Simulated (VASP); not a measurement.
# Mg2Br3 (Pm-3m) in VASP: a series of runs

One crystal, Mg2Br3, is run at these levels: PBE; tasks: single point, relaxation of cell and atoms.

All numbers are computed with VASP 6.6.1; they aren't measurements. Logs are shortened: lines on timing, memory, paths and dates and some standing lists are left out, and cuts for length are marked.

### Step 1. The cell of the first run

The structure is cubic, space group Pm-3m (No. 221). Conventional cell: a = 5.259 Å, b = 5.259 Å, c = 5.259 Å, α = 90.00°, β = 90.00°, γ = 90.00°. Mg (site symmetry m-3m) has 12 Br at 3.72 Å as nearest neighbours. Around Mg (site symmetry m-3m) lie 6 Br at 2.63 Å. Br (site symmetry 4/mmm) has 2 Mg at 2.63 Å as nearest neighbours.

The cell was built by a generator and needn't be a form met in nature.

### Step 2. Single point, PBE (random cell by space group and Wyckoff sites (Pm-3m, No. 221))

File INCAR:

```
SYSTEM = Mg2Br3
PREC = Accurate
ENCUT = 520
EDIFF = 1E-6
ISMEAR = 0
SIGMA = 0.1
LREAL = .FALSE.
LASPH = .TRUE.
NELM = 60
ALGO = Normal
ISIF = 2
LWAVE = .FALSE.
LCHARG = .TRUE.
GGA = PE
LELF = .TRUE.
LVHAR = .TRUE.
NBANDS = 20
```

File KPOINTS:

```
Automatic mesh
0
G
  8 8 8
  0 0 0
```

File POSCAR:

```
Mg2Br3
1.0
    5.2588908727      0.0000000000      0.0000000000
    0.0000000000      5.2588908727      0.0000000000
    0.0000000000      0.0000000000      5.2588908727
Mg Br
2 3
Direct
    0.0000000000      0.0000000000      0.0000000000
    0.5000000000      0.5000000000      0.5000000000
    0.0000000000      0.5000000000      0.5000000000
    0.5000000000      0.0000000000      0.5000000000
    0.5000000000      0.5000000000      0.0000000000
```

Potentials or basis: VASP PAW PBE potentials, release 64 (Mg, Br).

On the command line:

```console
$ cat potpaw_PBE.64/Mg/POTCAR potpaw_PBE.64/Br/POTCAR > POTCAR
$ mpirun -np 1 vasp_std > vasp.out
```

OUTCAR:

```text
SYSTEM = Mg2Br3
   PREC = Accurate
   ENCUT = 520
   EDIFF = 1E-6
   ISMEAR = 0
   LREAL = .FALSE.
   LASPH = .TRUE.
   NELM = 60
   ISIF = 2
   GGA = PE

 ion  position               nearest neighbor table
   1  0.000  0.000  0.000-
   2  0.500  0.500  0.500-   3 2.63   4 2.63   5 2.63   5 2.63   4 2.63   3 2.63
   3  0.000  0.500  0.500-   2 2.63   2 2.63
   4  0.500  0.000  0.500-   2 2.63   2 2.63
   5  0.500  0.500  0.000-   2 2.63   2 2.63

  LATTYP: Found a simple cubic cell.
 ALAT       =     5.2588908727

  Lattice vectors:

 A1 = (   5.2588908727,   0.0000000000,   0.0000000000)
 A2 = (   0.0000000000,   5.2588908727,   0.0000000000)
 A3 = (   0.0000000000,   0.0000000000,   5.2588908727)

Analysis of symmetry for initial positions (statically):
=====================================================================
 Subroutine PRICEL returns:
 Original cell was already a primitive cell.

 Routine SETGRP: Setting up the symmetry group for a
 simple cubic supercell.

 Subroutine GETGRP returns: Found 48 space group operations
 (whereof 48 operations were pure point group operations)
 out of a pool of 48 trial point group operations.

The static configuration has the point symmetry O_h .

Analysis of symmetry for dynamics (positions and initial velocities):
=====================================================================
 Subroutine PRICEL returns:
 Original cell was already a primitive cell.

 Routine SETGRP: Setting up the symmetry group for a
 simple cubic supercell.

 Subroutine GETGRP returns: Found 48 space group operations
 (whereof 48 operations were pure point group operations)
 out of a pool of 48 trial point group operations.

The dynamic configuration has the point symmetry O_h .

 Subroutine INISYM returns: Found 48 space group operations
 (whereof 48 operations are pure point group operations),
 and found     1 'primitive' translations

----------------------------------------------------------------------------------------

                                     Primitive cell

  volume of cell :     145.4395

  direct lattice vectors                    reciprocal lattice vectors
     5.258890873  0.000000000  0.000000000     0.190154164  0.000000000  0.000000000
     0.000000000  5.258890873  0.000000000     0.000000000  0.190154164  0.000000000
     0.000000000  0.000000000  5.258890873     0.000000000  0.000000000  0.190154164

  length of vectors
     5.258890873  5.258890873  5.258890873     0.190154164  0.190154164  0.190154164

  position of ions in fractional coordinates (direct lattice)
     0.000000000  0.000000000  0.000000000
     0.500000000  0.500000000  0.500000000
     0.000000000  0.500000000  0.500000000
     0.500000000  0.000000000  0.500000000
     0.500000000  0.500000000  0.000000000

  ion indices of the primitive-cell ions
   primitive index   ion index
                 1           1
                 2           2
                 3           3
                 4           4
                 5           5

----------------------------------------------------------------------------------------

 KPOINTS: Automatic mesh

Automatic generation of k-mesh.
 Grid dimensions read from file:
 generate k-points for:    8    8    8

 Generating k-lattice:

  Cartesian coordinates                     Fractional coordinates (reciprocal lattice)
     0.023769271  0.000000000  0.000000000     0.125000000  0.000000000  0.000000000
     0.000000000  0.023769271  0.000000000     0.000000000  0.125000000  0.000000000
     0.000000000  0.000000000  0.023769271     0.000000000  0.000000000  0.125000000

  Length of vectors
     0.023769271  0.023769271  0.023769271

  Shift w.r.t. Gamma in fractional coordinates (k-lattice)
     0.000000000  0.000000000  0.000000000

 Subroutine IBZKPT returns following result:
 ===========================================

 Found     35 irreducible k-points:

 Following reciprocal coordinates:
            Coordinates               Weight
  0.000000  0.000000  0.000000      1.000000
  0.125000  0.000000  0.000000      6.000000
  0.250000  0.000000  0.000000      6.000000
  0.375000  0.000000  0.000000      6.000000
  0.500000  0.000000  0.000000      3.000000
  0.125000  0.125000  0.000000     12.000000
[... 16 lines left out ...]
  0.375000  0.375000  0.125000     24.000000
  0.500000  0.375000  0.125000     24.000000
 [... further k-points ...]
   k-points           NKPTS =     35   k-points in BZ     NKDIM =     35   number of bands    NBANDS=     20
   number of dos      NEDOS =    301   number of ions     NIONS =      5
   total plane-waves  NPLWV =  64000
   dimension x,y,z NGX =    40 NGY =   40 NGZ =   40
   dimension x,y,z NGXF=    80 NGYF=   80 NGZF=   80
   ions per type =               2   3
   NGX,Y,Z   is equivalent  to a cutoff of  12.64, 12.64, 12.64 a.u.
   NGXF,Y,Z  is equivalent  to a cutoff of  25.29, 25.29, 25.29 a.u.
 SYSTEM =  Mg2Br3
   PREC   = accura    normal or accurate (medium, high low for compatibility)
   ISTART =      0    job   : 0-new  1-cont  2-samecut
   ICHARG =      2    charge: 1-file 2-atom 10-const
   ISPIN  =      1    spin polarized calculation?
   LNONCOLLINEAR =      F non collinear calculations
   LSORBIT =      F    spin-orbit coupling
   LASPH  =      T    aspherical Exc in radial PAW
   ENCUT  =  520.0 eV  38.22 Ry    6.18 a.u.   9.78  9.78  9.78*2*pi/ulx,y,z
   NELM   =     60;   NELMIN=  2; NELMDL= -5     # of ELM steps
   EDIFF  = 0.1E-05   stopping-criterion for ELM
   LREAL  =      F    real-space projection
   EDIFFG = 0.1E-04   stopping-criterion for IOM
   NSW    =      0    number of steps for IOM
   IBRION =     -1    ionic relax: 0-MD 1-quasi-New 2-CG
   NFREE  =      0    steps in history (QN), initial steepest desc. (CG)
   ISIF   =      2    stress and relaxation
   ISYM   =      2    0-nonsym 1-usesym 2-fastsym
   POTIM  = 0.5000    time-step for ionic-motion
   TEBEG  =    0.0;   TEEND  =   0.0 temperature during run
   PSTRESS=    0.0 pullay stress
   NELECT =      25.0000    total number of electrons
   NUPDOWN=      -1.0000    fix difference up-down
   EMIN   =  10.00;   EMAX   =-10.00  energy-range for DOS
   EFERMI =   0.00;   METHOD = LEGACY
   ISMEAR =     0;   SIGMA  =   0.10  broadening in eV -4-tet -1-fermi 0-gaus
   EFERMI_NEDOS =   21; number of points for ismear=-14 and -15
   IALGO  =     38    algorithm
   IMIX   =      4    mixing-type and parameters
     AMIX     =   0.40;   BMIX     =  1.00
     AMIX_MAG =   1.60;   BMIX_MAG =  1.00
  volume/ion in A,a.u.               =      29.09       196.29
  Fermi-wavevector in a.u.,A,eV,Ry     =   0.910250  1.720123 11.273175  0.828555
  Thomas-Fermi vector in A             =   2.034390
   LORBIT       =      0    0 simple, 1 ext, 2 COOP (PROOUT), +10 PAW based schemes
   GGA     = PE    functional components
   LHFCALC =     F    Hartree Fock is set to
   AEXX    =    0.0000 exact exchange contribution
   IVDW    =     0    specifies the selected vdW correction
   LEPSILON=     F    determine dielectric tensor
   LRPA    =     F    only Hartree local field effects (RPA)
 non-spin polarized calculation
 Gauss-broadening in eV      SIGMA  =   0.10
  energy-cutoff  :      520.00
  volume of cell :      145.44
 maximum number of plane-waves:      3952
 NGX is ok and might be reduce to    40
   NGX = 19   NGY = 19   NGZ = 19

 number of electron      25.0000003 magnetization

 Free energy of the ion-electron system (eV)
  ---------------------------------------------------
  ext. energy  EPLUGINS =         0.00000000
  ---------------------------------------------------
  free energy    TOTEN  =       -12.45267674 eV

  energy without entropy =      -12.43960612  energy(sigma->0) =      -12.44614143

 E-fermi :   2.1959     XC(G=0):  -8.1143

 val. band max:        2.1327436024   @ k =   0.2500   0.2500   0.2500
 cond. band min:       2.2038383982   @ k =   0.5000   0.5000   0.1250
 fundamental gap:      0.0710947958
 Fermi energy:         2.1959407759

 k-point     1 :       0.0000    0.0000    0.0000
  band No.  band energies     occupation
      1     -13.7836      2.00000
      2     -12.9674      2.00000
      3     -12.9674      2.00000
      4      -3.0940      2.00000
      5      -3.0940      2.00000
      6      -3.0940      2.00000
[... 12 lines left out ...]
     19       6.9805      0.00000
     20       7.1736      0.00000

 k-point     2 :       0.1250    0.0000    0.0000
  band No.  band energies     occupation
      1     -13.7579      2.00000
      2     -12.9956      2.00000
      3     -12.9664      2.00000
      4      -3.0704      2.00000
      5      -3.0558      2.00000
      6      -3.0558      2.00000
[... 12 lines left out ...]
     19       7.0466      0.00000
     20       7.5372      0.00000

 k-point     3 :       0.2500    0.0000    0.0000
  band No.  band energies     occupation
      1     -13.6862      2.00000
      2     -13.0732      2.00000
      3     -12.9639      2.00000
      4      -2.9865      2.00000
      5      -2.9532      2.00000
      6      -2.9532      2.00000
[... 12 lines left out ...]
     19       7.4955      0.00000
     20       8.1531      0.00000

 k-point     4 :       0.3750    0.0000    0.0000
  band No.  band energies     occupation
      1     -13.5889      2.00000
      2     -13.1766      2.00000
      3     -12.9614      2.00000
      4      -2.8301      2.00000
      5      -2.8301      2.00000
      6      -2.8285      2.00000
[... 12 lines left out ...]
     19       8.2310      0.00000
     20       8.8819      0.00000

 k-point     5 :       0.5000    0.0000    0.0000
  band No.  band energies     occupation
      1     -13.5296      2.00000
      2     -13.2384      2.00000
      3     -12.9603      2.00000
      4      -2.7699      2.00000
      5      -2.7699      2.00000
      6      -2.6989      2.00000
[... 12 lines left out ...]
     19       8.2918      0.00000
     20       8.6450      0.00000

 k-point     6 :       0.1250    0.1250    0.0000
  band No.  band energies     occupation
      1     -13.7327      2.00000
      2     -13.0074      2.00000
      3     -12.9805      2.00000
      4      -3.1879      2.00000
      5      -3.0174      2.00000
      6      -2.8775      2.00000
[... 12 lines left out ...]
     19       7.2996      0.00000
     20       7.7243      0.00000

 k-point     7 :       0.2500    0.1250    0.0000
  band No.  band energies     occupation
      1     -13.6623      2.00000
      2     -13.0762      2.00000
      3     -12.9837      2.00000
      4      -3.2339      2.00000
      5      -2.9142      2.00000
      6      -2.6527      2.00000
[... 12 lines left out ...]
     19       7.5333      0.00000
     20       8.2997      0.00000
[... 277 lines left out ...]
 k-point    20 :       0.2500    0.2500    0.1250
  band No.  band energies     occupation
      1     -13.5746      2.00000
      2     -13.0992      2.00000
      3     -13.0424      2.00000
      4      -3.5991      2.00000
      5      -2.5821      2.00000
      6      -2.3008      2.00000
[... 12 lines left out ...]
     19       7.9962      0.00000
     20       8.5892      0.00000

 k-point    21 :       0.3750    0.2500    0.1250
  band No.  band energies     occupation
      1     -13.4852      2.00000
      2     -13.1742      2.00000
      3     -13.0526      2.00000
      4      -3.7126      2.00000
      5      -2.4475      2.00000
      6      -2.2845      2.00000
[... 12 lines left out ...]
     19       8.1993      0.00000
     20       8.5601      0.00000

 k-point    22 :       0.5000    0.2500    0.1250
  band No.  band energies     occupation
      1     -13.4268      2.00000
      2     -13.2302      2.00000
      3     -13.0531      2.00000
      4      -3.7471      2.00000
      5      -2.4135      2.00000
      6      -2.3536      2.00000
[... 12 lines left out ...]
     19       8.5052      0.00000
     20       8.7251      0.00000

 k-point    23 :       0.3750    0.3750    0.1250
  band No.  band energies     occupation
      1     -13.4004      2.00000
      2     -13.1881      2.00000
      3     -13.1149      2.00000
      4      -3.9007      2.00000
      5      -2.5175      2.00000
      6      -2.2780      2.00000
[... 12 lines left out ...]
     19       7.9809      0.00000
     20       8.8813      0.00000

 k-point    24 :       0.5000    0.3750    0.1250
  band No.  band energies     occupation
      1     -13.3389      2.00000
      2     -13.2257      2.00000
      3     -13.1352      2.00000
      4      -3.9653      2.00000
      5      -2.5944      2.00000
      6      -2.2075      2.00000
[... 12 lines left out ...]
     19       7.9172      0.00000
     20       8.8599      0.00000

 [... further k-points ...]

------------------------ aborting loop because EDIFF is reached ----------------------------------------

  FORCE on cell =-STRESS in cart. coord.  units (eV):
  Direction    XX          YY          ZZ          XY          YZ          ZX
  --------------------------------------------------------------------------------------
  -------------------------------------------------------------------------------------
  Total       -0.0323189     -0.0323189     -0.0323189     -0.0000000      0.0000000      0.0000000
  in kB       -0.3560279     -0.3560279     -0.3560279     -0.0000000      0.0000000      0.0000000
  external PRESSURE =      -0.3560279 kB  Pullay stress =       0.0000000 kB

 VOLUME and BASIS-vectors are now :
 -----------------------------------------------------------------------------
  energy-cutoff  :      520.00
  volume of cell :      145.44
      direct lattice vectors                 reciprocal lattice vectors
     5.258890873  0.000000000  0.000000000     0.190154164  0.000000000  0.000000000
     0.000000000  5.258890873  0.000000000     0.000000000  0.190154164  0.000000000
     0.000000000  0.000000000  5.258890873     0.000000000  0.000000000  0.190154164

 POSITION                                       TOTAL-FORCE (eV/Angst)
 -----------------------------------------------------------------------------------
      0.00000      0.00000      0.00000         0.000000      0.000000      0.000000
      2.62945      2.62945      2.62945         0.000000      0.000000      0.000000
      0.00000      2.62945      2.62945         0.000000      0.000000      0.000000
      2.62945      0.00000      2.62945         0.000000      0.000000      0.000000
      2.62945      2.62945      0.00000         0.000000      0.000000      0.000000
 -----------------------------------------------------------------------------------
    total drift:                                0.000000     -0.000000     -0.000000

  FREE ENERGIE OF THE ION-ELECTRON SYSTEM (eV)
  ---------------------------------------------------
  free  energy   TOTEN  =       -12.4526767446 eV

  energy  without entropy=      -12.4396061202  energy(sigma->0) =      -12.44614143
```

Run time: 58 s. Hardware: 1 thread of Intel Xeon Platinum 8259CL at 2.50GHz (Skylake/Cascade Lake), shared host; peak memory 0.28 GiB.

Results:

```yaml
Free_energy: -12.4527 eV
Pressure: 0.0 GPa
Band_gap_on_the_k_mesh: none (metal or under the smearing width)
```

Caveat: an odd number of electrons without spin polarisation forces a metal; a magnetic or distorted state may lie lower.

### Step 3. Relaxation of cell and atoms, PBE (random cell by space group and Wyckoff sites (Pm-3m, No. 221))

File INCAR:

```
SYSTEM = Mg2Br3
  PREC = Accurate
  ENCUT = 600
  EDIFF = 1E-6
  ISMEAR = 0
  SIGMA = 0.1
  LREAL = .False.
  LASPH = .True.
  NELM = 100
  ALGO = Fast
  ISIF = 3
  LWAVE = .False.
  LCHARG = .False.
  GGA = PE
  IBRION = 2
  NSW = 100
  EDIFFG = -0.01
```

File KPOINTS:

```
Automatic mesh
0
Gamma
  8 8 8
  0 0 0
```

POSCAR: that of step 2 with these lines changed.

```diff
@@ -2,5 +2,5 @@
 1.0
-    5.2588908727      0.0000000000      0.0000000000
-    0.0000000000      5.2588908727      0.0000000000
-    0.0000000000      0.0000000000      5.2588908727
+    5.2548764559      0.0000000000      0.0000000000
+    0.0000000000      5.2548764559      0.0000000000
+    0.0000000000      0.0000000000      5.2548764559
 Mg Br
```

Potentials or basis: VASP PAW PBE potentials, release 64 (Mg, Br).

On the command line:

```console
$ cat potpaw_PBE.64/Mg/POTCAR potpaw_PBE.64/Br/POTCAR > POTCAR
$ mpirun -np 1 vasp_std > vasp.out
```

Wall time 1.9 min (1 thread of Intel Xeon Platinum 8259CL at 2.50GHz (Skylake/Cascade Lake), shared host); peak memory 0.32 GiB.

It converged, with:

```
Free energy                            : -12.4526 eV
Relaxed volume                         : 29.07 Å³/atom
Relaxed cell                           : a = 5.258 Å, b = 5.258 Å, c = 5.258 Å, α = 90.00°, β = 90.00°, γ = 90.00°
Space group after relaxing (to 0.05 Å) : Pm-3m (No. 221)
Energy gained by relaxing              : 0.0 meV/atom
Ionic steps                            : 2
Pressure after relaxing                : 0.0 GPa
Band gap on the k mesh                 : none (metal or under the smearing width)
```

Final structure:
```xyz
5
Lattice="5.2580 0.0000 0.0000 0.0000 5.2580 0.0000 0.0000 0.0000 5.2580" Properties=species:S:1:pos:R:3 pbc="T T T"
Mg    0.0000    0.0000    0.0000
Mg    2.6290    2.6290    2.6290
Br    0.0000    2.6290    2.6290
Br    2.6290    0.0000    2.6290
Br    2.6290    2.6290    0.0000
```

Levels at points of the mesh, in eV from the Fermi level:
| k point | band 11 | band 12 | band 13 | band 14 | band 15 | band 16 |
| --- | --- | --- | --- | --- | --- | --- |
| (0.00, 0.00, 0.00) | -2.65 | -2.65 | -1.30 | 0.83 | 4.53 | 4.53 |
| (0.50, 0.00, 0.00) | -2.71 | -2.71 | 0.34 | 2.14 | 3.11 | 3.95 |
| (0.50, 0.50, 0.00) | -3.20 | -2.07 | 0.24 | 3.05 | 3.57 | 3.57 |
| (0.50, 0.50, 0.50) | -2.05 | -2.05 | -0.98 | 3.80 | 3.80 | 3.80 |

Caveat: an odd number of electrons without spin polarisation forces a metal; a magnetic or distorted state may lie lower.
